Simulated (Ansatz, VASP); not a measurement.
**Ni3Ge (Ni3Ge (Pm-3m)): VASP beside Ansatz**

Aim: how closely do two programs agree when they are given the same cell, functional and k mesh? The cell is taken from a series of runs on this material, whose earlier steps may have relaxed, scaled, displaced or heated it; both programs get it as it stands.

Main program and level: Ansatz 0.2.0; plane waves, with VASP 6.6.1 beside it; relaxation of cell and atoms at PBEsol.

### 1. The structure

It takes space group Pm-3m (No. 221, cubic). The conventional cell has a = 3.530 Å, b = 3.530 Å, c = 3.530 Å, α = 90.00°, β = 90.00°, γ = 90.00°. Nearest to Ni lie 8 Ni at 2.50 Å and 4 Ge at 2.50 Å. Nearest to Ge lie 12 Ni at 2.50 Å. Farther neighbours are not listed.

Structure file:

```cif
data_structure
_symmetry_space_group_name_H-M 'P 1'
_symmetry_Int_Tables_number 1
_cell_length_a 3.5303
_cell_length_b 3.5303
_cell_length_c 3.5303
_cell_angle_alpha 90.000
_cell_angle_beta 90.000
_cell_angle_gamma 90.000
_cell_volume 44.00
loop_
_atom_site_label
_atom_site_type_symbol
_atom_site_fract_x
_atom_site_fract_y
_atom_site_fract_z
_atom_site_occupancy
Ni1 Ni 0.50000 0.00000 0.50000 1
Ni2 Ni 0.00000 0.50000 0.50000 1
Ni3 Ni 0.50000 0.50000 0.00000 1
Ge4 Ge 0.00000 0.00000 0.00000 1
```

### 2. VASP: relaxation of cell and atoms, PBEsol

The relaxed volume is the usual yardstick between codes: in a stiff, nearly cubic crystal its relative difference is about their pressure difference at one cell divided by the bulk modulus.

Lines of VASP's logs that name or quote its potential files are left out, and so is its time.

INCAR reads:

```
SYSTEM = Ni3Ge
PREC = Accurate
ENCUT = 600
EDIFF = 1E-07
NELM = 120
ISMEAR = -1
SIGMA = 0.05
LREAL = .FALSE.
ALGO = Normal
GGA = PS
NBANDS = 28
LASPH = .TRUE.
LORBIT = 11
LWAVE = .FALSE.
LCHARG = .FALSE.
ISIF = 3
IBRION = 2
NSW = 80
EDIFFG = -0.005
GGA_COMPAT = .FALSE.
NELMIN = 4
```

POSCAR reads:

```
Ni3Ge
1.0
    3.5303340000      0.0000000000      0.0000000000
    0.0000000000      3.5303340000      0.0000000000
    0.0000000000      0.0000000000      3.5303340000
Ni Ge
3 1
Direct
    0.5000000000      0.0000000000      0.5000000000
    0.0000000000      0.5000000000      0.5000000000
    0.5000000000      0.5000000000      0.0000000000
    0.0000000000      0.0000000000      0.0000000000
```

KPOINTS reads:

```
Automatic mesh
0
Gamma
11 11 11
0 0 0
```

PAW data sets: Ni and Ge_d (PBE family, release 64).

On the command line:

```bash
$ mpirun -np 1 vasp_std
```

Numbers of over 12 decimals in the logs are rounded to 6 here.

Log:

```text
[banner, memory and clock lines left out]
running    1 mpi-ranks, on    1 nodes
 distrk:  each k-point on    1 cores,    1 groups
 distr:  one band on    1 cores,    1 groups

 POSCAR found type information on POSCAR NiGe
 POSCAR found :  2 types and       4 ions
|                                                                             |
|               ----> ADVICE to this user running VASP <----                  |
|                                                                             |
|     You enforced a specific xc type in the INCAR file but a different       |
|     [... a line on the potential file left out ...]
|     I HOPE YOU KNOW WHAT YOU ARE DOING!                                     |
|                                                                             |

 LDA part: xc-table for (Slater+PW92), standard interpolation
 POSCAR, INCAR and KPOINTS ok, starting setup
 FFT: planning ... GRIDC
 FFT: planning ... GRID_SOFT
 FFT: planning ... GRID
 WAVECAR not read
 entering main loop
       N       E                     dE             d eps       ncg     rms          rms(c)
DAV:   1     0.335290625941E+03    0.33529E+03   -0.22193E+04  3364   0.392E+03
DAV:   2     0.146348471276E+02   -0.32066E+03   -0.30917E+03  3136   0.605E+02
DAV:   3    -0.268959290713E+02   -0.41531E+02   -0.40443E+02  3196   0.187E+02
DAV:   4    -0.282811190305E+02   -0.13852E+01   -0.13824E+01  3452   0.394E+01
DAV:   5    -0.283089329561E+02   -0.27814E-01   -0.27812E-01  3780   0.495E+00    0.187E+01
DAV:   6    -0.276525832878E+02    0.65635E+00   -0.39657E+01  3580   0.885E+01    0.150E+01
DAV:   7    -0.248315933255E+02    0.28210E+01   -0.14198E+01  3408   0.516E+01    0.363E+00
DAV:   8    -0.247587111343E+02    0.72882E-01   -0.51850E-01  3540   0.613E+00    0.983E-01
DAV:   9    -0.247492980185E+02    0.94131E-02   -0.24162E-02  4048   0.204E+00    0.383E-01
DAV:  10    -0.247472800099E+02    0.20180E-02   -0.29639E-03  4264   0.675E-01    0.116E-01
DAV:  11    -0.247472062595E+02    0.73750E-04   -0.32048E-04  3980   0.185E-01    0.473E-02
DAV:  12    -0.247471982009E+02    0.80586E-05   -0.55955E-05  3444   0.119E-01    0.827E-03
DAV:  13    -0.247471983732E+02   -0.17229E-06   -0.35986E-06  4008   0.196E-02    0.377E-03
DAV:  14    -0.247471977140E+02    0.65918E-06   -0.69244E-07  3568   0.121E-02    0.156E-03
DAV:  15    -0.247471977051E+02    0.88639E-08   -0.61592E-08  1792   0.325E-03
   1 F= -.24747198E+02 E0= -.24738880E+02  d E =-.247472E+02
 curvature:   0.00 expect dE= 0.000E+00 dE for cont linesearch  0.000E+00
 trial: gam= 0.00000 g(F)=  0.000E+00 g(S)=  0.187E-02 ort = 0.000E+00 (trialstep = 0.100E+01)
 search vector abs. value=  0.187E-02
 bond charge predicted
       N       E                     dE             d eps       ncg     rms          rms(c)
DAV:   1    -0.247953562551E+02   -0.48159E-01   -0.56180E-01  3336   0.116E+01    0.182E+00
DAV:   2    -0.247787883215E+02    0.16568E-01   -0.41561E-01  3384   0.917E+00    0.123E+00
DAV:   3    -0.247497972934E+02    0.28991E-01   -0.12275E-01  3520   0.523E+00    0.379E-01
DAV:   4    -0.247472053324E+02    0.25920E-02   -0.52337E-03  4032   0.774E-01    0.940E-02
DAV:   5    -0.247470807425E+02    0.12459E-03   -0.57528E-04  4012   0.408E-01    0.366E-02
DAV:   6    -0.247470787002E+02    0.20423E-05   -0.56931E-05  3604   0.108E-01    0.152E-02
DAV:   7    -0.247470782056E+02    0.49458E-06   -0.34316E-06  3640   0.200E-02    0.538E-03
DAV:   8    -0.247470778746E+02    0.33100E-06   -0.47999E-07  3112   0.117E-02    0.895E-04
DAV:   9    -0.247470778769E+02   -0.22565E-08   -0.28613E-08  1708   0.177E-03
   2 F= -.24747078E+02 E0= -.24738822E+02  d E =0.119828E-03
 trial-energy change:    0.000120  1 .order    0.000129   -0.001865    0.002123
 step:   0.4711(harm=  0.4677)  dis= 0.00000  next Energy=   -24.747638 (dE=-0.440E-03)
 bond charge predicted
       N       E                     dE             d eps       ncg     rms          rms(c)
DAV:   1    -0.247612029999E+02   -0.14125E-01   -0.15803E-01  3336   0.623E+00    0.966E-01
DAV:   2    -0.247567889423E+02    0.44141E-02   -0.12245E-01  3376   0.487E+00    0.659E-01
DAV:   3    -0.247484018669E+02    0.83871E-02   -0.34283E-02  3528   0.279E+00    0.201E-01
DAV:   4    -0.247476771867E+02    0.72468E-03   -0.14301E-03  4056   0.406E-01    0.487E-02
DAV:   5    -0.247476409871E+02    0.36200E-04   -0.14446E-04  3996   0.203E-01    0.204E-02
DAV:   6    -0.247476405810E+02    0.40612E-06   -0.17246E-05  3564   0.571E-02    0.846E-03
DAV:   7    -0.247476407873E+02   -0.20632E-06   -0.14104E-06  3936   0.194E-02    0.241E-03
DAV:   8    -0.247476409320E+02   -0.14468E-06   -0.91553E-08  1824   0.446E-03    0.586E-04
DAV:   9    -0.247476409303E+02    0.17244E-08   -0.20241E-08  1684   0.163E-03
   3 F= -.24747641E+02 E0= -.24739352E+02  d E =-.443225E-03
 curvature:  -0.23 expect dE=-0.903E-07 dE for cont linesearch -0.903E-07
 trial: gam= 0.00000 g(F)=  0.155E-64 g(S)=  0.386E-06 ort =-0.268E-04 (trialstep = 0.894E+00)
 search vector abs. value=  0.386E-06
 reached required accuracy - stopping structural energy minimisation
```

From OUTCAR (step 2):

```text
ion  position               nearest neighbor table
   1  0.500  0.000  0.500-   2 2.50   3 2.50   4 2.50   3 2.50   4 2.50   2 2.50   3 2.50   3 2.50
                             2 2.50   4 2.50   4 2.50   2 2.50
   2  0.000  0.500  0.500-   1 2.50   3 2.50   4 2.50   3 2.50   4 2.50   1 2.50   4 2.50   4 2.50
                             1 2.50   3 2.50   3 2.50   1 2.50
   3  0.500  0.500  0.000-   1 2.50   2 2.50   4 2.50   1 2.50   2 2.50   1 2.50   4 2.50   1 2.50
                             2 2.50   4 2.50   2 2.50   4 2.50
   4  0.000  0.000  0.000-   1 2.50   2 2.50   3 2.50   1 2.50   2 2.50   2 2.50   3 2.50   2 2.50
                             1 2.50   3 2.50   1 2.50   3 2.50

  LATTYP: Found a simple cubic cell.
 ALAT       =     3.5303340000

 Subroutine GETGRP returns: Found 48 space group operations
 (whereof 48 operations were pure point group operations)

The static configuration has the point symmetry O_h .

 Found     56 irreducible k-points:

   k-points           NKPTS =     56   k-points in BZ     NKDIM =     56   number of bands    NBANDS=     28

   dimension x,y,z NGX =    28 NGY =   28 NGZ =   28
   dimension x,y,z NGXF=    56 NGYF=   56 NGZF=   56

   ENCUT  =  600.0 eV  44.10 Ry    6.64 a.u.   7.05  7.05  7.05*2*pi/ulx,y,z

   NELECT =      44.0000    total number of electrons

 k-points in reciprocal lattice and weights: Automatic mesh
   0.00000000  0.00000000  0.00000000       0.001
   0.09090909  0.00000000  0.00000000       0.005
   0.18181818  0.00000000  0.00000000       0.005
   0.27272727  0.00000000  0.00000000       0.005
   0.36363636  0.00000000  0.00000000       0.005
   0.45454545  0.00000000  0.00000000       0.005
   0.09090909  0.09090909  0.00000000       0.009
   0.18181818  0.09090909  0.00000000       0.018
   0.27272727  0.09090909  0.00000000       0.018
[...]
0.45454545  0.45454545  0.36363636       0.018
   0.45454545  0.45454545  0.45454545       0.006

 average (electrostatic) potential at core
       1 -80.7552       2 -80.7552       3 -80.7552       4 -68.7336

 E-fermi :  10.2595

 k-point     1 :       0.0000    0.0000    0.0000
  band No.  band energies     occupation
    ...
     20       9.6658      1.99999
     21       9.9613      1.99488
     22      10.2789      0.80840
     23      10.2789      0.80840
     24      10.2789      0.80840
     25      14.2507      0.00000
     26      17.1633      0.00000
     27      17.1633      0.00000
     28      20.8150      0.00000

 k-point     2 :       0.0909    0.0000    0.0000
  band No.  band energies     occupation
    ...
     18       9.4552      2.00000
     19       9.6657      1.99999
     20       9.6714      1.99998
     21       9.9213      1.99769
     22      10.2790      0.80754
     23      10.4609      0.03499
     24      10.4609      0.03499
     25      14.5373      0.00000
     26      17.1581      0.00000
     27      17.5076      0.00000
    ...

 k-point     3 :       0.1818    0.0000    0.0000
  band No.  band energies     occupation
    ...
     18       9.4681      2.00000
     19       9.5741      2.00000
     20       9.6570      1.99999
     21       9.8106      1.99975
     22      10.2793      0.80481
     23      11.0588      0.00000
     24      11.0588      0.00000
     25      14.9141      0.00000
     26      17.1429      0.00000
     27      18.4703      0.00000
    ...

  Total        0.0032666      0.0032666      0.0032666      0.0000000      0.0000000     -0.0000000
  in kB        0.1194117      0.1194117      0.1194117      0.0000000      0.0000000     -0.0000000
  external PRESSURE =       0.1194117 kB  Pullay stress =       0.0000000 kB

  energy-cutoff  :      600.00
  volume of cell :       43.83
      direct lattice vectors                 reciprocal lattice vectors
     3.525779436  0.000000000  0.000000000     0.283625229  0.000000000  0.000000000
    -0.000000000  3.525779436  0.000000000    -0.000000000  0.283625229  0.000000000
    -0.000000000 -0.000000000  3.525779436    -0.000000000 -0.000000000  0.283625229

 POSITION                                       TOTAL-FORCE (eV/Angst)
 -----------------------------------------------------------------------------------
      1.76289      0.00000      1.76289        -0.000000     -0.000000      0.000000
     -0.00000      1.76289      1.76289        -0.000000     -0.000000      0.000000
      1.76289      1.76289      0.00000         0.000000      0.000000      0.000000
      0.00000      0.00000      0.00000         0.000000      0.000000      0.000000
 -----------------------------------------------------------------------------------
    total drift:                                0.000000      0.000000      0.000000

  FREE ENERGIE OF THE ION-ELECTRON SYSTEM (eV)
  ---------------------------------------------------
  free  energy   TOTEN  =       -24.7476409303 eV

  energy  without entropy=      -24.7310637248  energy(sigma->0) =      -24.73935233

 reached required accuracy - stopping structural energy minimisation

 total charge
# of ion       s       p       d       tot
------------------------------------------
    1        0.478   0.551   8.433   9.463
    2        0.478   0.551   8.433   9.463
    3        0.478   0.551   8.433   9.463
    4        1.088   1.242  10.147  12.477
--------------------------------------------------
tot          2.523   2.895  35.447  40.865

[... 3 further parts left out ...]
```

This run has no spin polarisation, so a moment on Ni, if there is one, isn't seen.

(Continued in part 2 of 2.)

[Lines on the potential files, build, host, timing and source positions are cut from VASP's logs without a mark.]

[Logs are printed without paths, hosts, clocks, repeated set-up lines and the standing remarks that a program may print on its own settings, such as how far it seeks lower states.]

[Hosts, paths, dates, database ids (printed as entryN), source tags and the programs' standing remarks are cut or masked in the printed files.]
